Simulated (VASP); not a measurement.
Computed with AM05 GGA, VASP's PBE PAW potentials (set 64) (plane waves; VASP).

The input files of a VASP run:

**INCAR**
```
SYSTEM = Si
PREC = Accurate
ENCUT = 520
EDIFF = 1E-7
NELM = 100
ALGO = Normal
LREAL = .FALSE.
LASPH = .TRUE.
ISMEAR = 0
SIGMA = 0.05
GGA = AM
LWAVE = .FALSE.
LCHARG = .FALSE.
LORBIT = 11
ICHARG = 11
```

### KPOINTS
```
k-points along high-symmetry lines
15
Line-mode
Reciprocal
  0.000000   0.000000   0.000000 ! GAMMA
  0.500000   0.000000   0.500000 ! X

  0.500000   0.000000   0.500000 ! X
  0.625000   0.250000   0.625000 ! U

  0.375000   0.375000   0.750000 ! K
  0.000000   0.000000   0.000000 ! GAMMA

  0.000000   0.000000   0.000000 ! GAMMA
  0.500000   0.500000   0.500000 ! L

  0.500000   0.500000   0.500000 ! L
  0.500000   0.250000   0.750000 ! W

  0.500000   0.250000   0.750000 ! W
  0.500000   0.000000   0.500000 ! X
```

File POSCAR:
```
Si
1
   -0.0000000000     2.7184672450     2.7184672450
    2.7184672450     0.0000000000     2.7184672450
    2.7184672450     2.7184672450     0.0000000000
Si
2
Direct
  0.0000000000   0.0000000000   0.0000000000
  0.2500000000   0.2500000000   0.2500000000
```

POTCAR, in this order: Si (PBE.64 set). Program: vasp_std. Read from the step before: CHGCAR.

What VASP printed:

OUTCAR:
```
 ion  position               nearest neighbor table
   1  0.000  0.000  0.000-   2 2.35   2 2.35   2 2.35   2 2.35
   2  0.250  0.250  0.250-   1 2.35   1 2.35   1 2.35   1 2.35
  LATTYP: Found a face centered cubic cell.
 ALAT       =     5.4369344900
 Subroutine PRICEL returns:
 Original cell was already a primitive cell.
 Subroutine GETGRP returns: Found 48 space group operations
The static configuration has the point symmetry T_d .
 The point group associated with its full space group is O_h .
The dynamic configuration has the point symmetry T_d .
 Subroutine INISYM returns: Found 48 space group operations
   k-points           NKPTS =     90   k-points in BZ     NKDIM =     90   number of bands    NBANDS=      8
   number of dos      NEDOS =    301   number of ions     NIONS =      2
   total plane-waves  NPLWV =  27000
   dimension x,y,z NGX =    30 NGY =   30 NGZ =   30
   dimension x,y,z NGXF=    60 NGYF=   60 NGZF=   60
   ions per type =               2
   PREC   = accura    normal or accurate (medium, high low for compatibility)
   ISTART =      0    job   : 0-new  1-cont  2-samecut
   ICHARG =     11    charge: 1-file 2-atom 10-const
   ISPIN  =      1    spin polarized calculation?
   LNONCOLLINEAR =      F non collinear calculations
   LSORBIT =      F    spin-orbit coupling
   INIWAV =      1    electr: 0-lowe 1-rand  2-diag
   ENCUT  =  520.0 eV  38.22 Ry    6.18 a.u.   7.15  7.15  7.15*2*pi/ulx,y,z
   NELM   =    100;   NELMIN=  2; NELMDL= -5     # of ELM steps
   EDIFF  = 0.1E-06   stopping-criterion for ELM
   LREAL  =      F    real-space projection
   NLSPLINE    = F    spline interpolate recip. space projectors
   LMAXMIX     =    2 max onsite mixed and CHGCAR
   VOSKOWN=      0    Vosko Wilk Nusair interpolation
   EDIFFG = 0.1E-05   stopping-criterion for IOM
   NSW    =      0    number of steps for IOM
   NBLOCK =      1;   KBLOCK =      1    inner block; outer block
   IBRION =     -1    ionic relax: 0-MD 1-quasi-New 2-CG
   NFREE  =      0    steps in history (QN), initial steepest desc. (CG)
   ISIF   =      2    stress and relaxation
   ISYM   =      2    0-nonsym 1-usesym 2-fastsym
   TEIN   =    0.0    initial temperature
   TEBEG  =    0.0;   TEEND  =   0.0 temperature during run
   SMASS  =  -3.00    Nose mass-parameter (am)
   PSTRESS=    0.0 pullay stress
   NELECT =       8.0000    total number of electrons
   EFERMI =   0.00;   METHOD = LEGACY
   ISMEAR =     0;   SIGMA  =   0.05  broadening in eV -4-tet -1-fermi 0-gaus
   IALGO  =     38    algorithm
   LDIAG  =      T    sub-space diagonalisation (order eigenvalues)
   IMIX   =      4    mixing-type and parameters
     AMIX     =   0.40;   BMIX     =  1.00
     AMIX_MAG =   1.60;   BMIX_MAG =  1.00
     AMIN     =   0.10
   GGA     = AM    functional components
   VOSKOWN =     0    Vosko Wilk Nusair interpolation
   LHFCALC =     F    Hartree Fock is set to
   LHFONE  =     F    Hartree Fock one center treatment
   AEXX    =    0.0000 exact exchange contribution
   IVDW    =     0    specifies the selected vdW correction
   LEPSILON=     F    determine dielectric tensor
   LRPA    =     F    only Hartree local field effects (RPA)
  energy-cutoff  :      520.00
  volume of cell :       40.18
      direct lattice vectors                 reciprocal lattice vectors
     0.000000000  2.718467245  2.718467245    -0.183927175  0.183927175  0.183927175
     2.718467245  0.000000000  2.718467245     0.183927175 -0.183927175  0.183927175
     2.718467245  2.718467245  0.000000000     0.183927175  0.183927175 -0.183927175
 k-point     1 :   0.0000 0.0000 0.0000  plane waves:    1067
 k-point     2 :   0.0357 0.0000 0.0357  plane waves:    1067
 k-point     3 :   0.0714 0.0000 0.0714  plane waves:    1074
 k-point     4 :   0.1071 0.0000 0.1071  plane waves:    1074
 k-point     5 :   0.1429 0.0000 0.1429  plane waves:    1070
 k-point     6 :   0.1786 0.0000 0.1786  plane waves:    1074
 k-point     7 :   0.2143 0.0000 0.2143  plane waves:    1070
 k-point     8 :   0.2500 0.0000 0.2500  plane waves:    1062
 k-point     9 :   0.2857 0.0000 0.2857  plane waves:    1086
...
```

**OSZICAR**
```
       N       E                     dE             d eps       ncg     rms          rms(c)
DAV:   1     0.793768811074E+01    0.79377E+01   -0.33201E+03  1440   0.771E+02
DAV:   2    -0.926712277073E+01   -0.17205E+02   -0.16642E+02  2200   0.801E+01
DAV:   3    -0.954634475629E+01   -0.27922E+00   -0.27922E+00  1928   0.120E+01
DAV:   4    -0.954754397821E+01   -0.11992E-02   -0.11992E-02  2440   0.825E-01
DAV:   5    -0.954754582088E+01   -0.18427E-05   -0.18432E-05  1928   0.212E-02
DAV:   6    -0.954754583581E+01   -0.14929E-07   -0.14892E-07  2392   0.136E-03
   1 F= -.95475458E+01 E0= -.95475458E+01  d E =-.177209E-13
```

File OUTCAR:
```
 val. band max:        5.7980096881   @ k =   0.0000   0.0000   0.0000

 cond. band min:       6.3025008880   @ k =   0.4286   0.0000   0.4286



 k-point     1 :       0.0000    0.0000    0.0000
  band No.  band energies     occupation
      1      -6.1503      2.00000
      2       5.7980      2.00000
      3       5.7980      2.00000
      4       5.7980      2.00000
      5       8.2932      0.00000
      6       8.2932      0.00000
      7       8.2932      0.00000
      8       9.1388      0.00000

 k-point     2 :       0.0357    0.0000    0.0357
  band No.  band energies     occupation
      1      -6.1280      2.00000
      2       5.6496      2.00000
      3       5.7021      2.00000
      4       5.7021      2.00000
      5       8.2384      0.00000
      6       8.4165      0.00000
      7       8.4165      0.00000
      8       9.2830      0.00000

 k-point     3 :       0.0714    0.0000    0.0714
  band No.  band energies     occupation
      1      -6.0611      2.00000
      2       5.2666      2.00000
      3       5.4594      2.00000
      4       5.4594      2.00000
      5       8.0867      0.00000
      6       8.7412      0.00000
      7       8.7412      0.00000
      8       9.6381      0.00000

 k-point     4 :       0.1071    0.0000    0.1071
  band No.  band energies     occupation
      1      -5.9498      2.00000
      2       4.7516      2.00000
      3       5.1456      2.00000
      4       5.1456      2.00000
      5       7.8674      0.00000
      6       9.1908      0.00000
      7       9.1908      0.00000
      8      10.0292      0.00000

 k-point     5 :       0.1429    0.0000    0.1429
  band No.  band energies     occupation
      1      -5.7944      2.00000
      2       4.1709      2.00000
      3       4.8110      2.00000
      4       4.8110      2.00000
      5       7.6125      0.00000
      6       9.7138      0.00000
      7       9.7138      0.00000
      8      10.1835      0.00000
...
```

The density is held fixed in this step, so its total energy and stress have no physical meaning.

The compound is Si in the diamond structure. It was relaxed first.
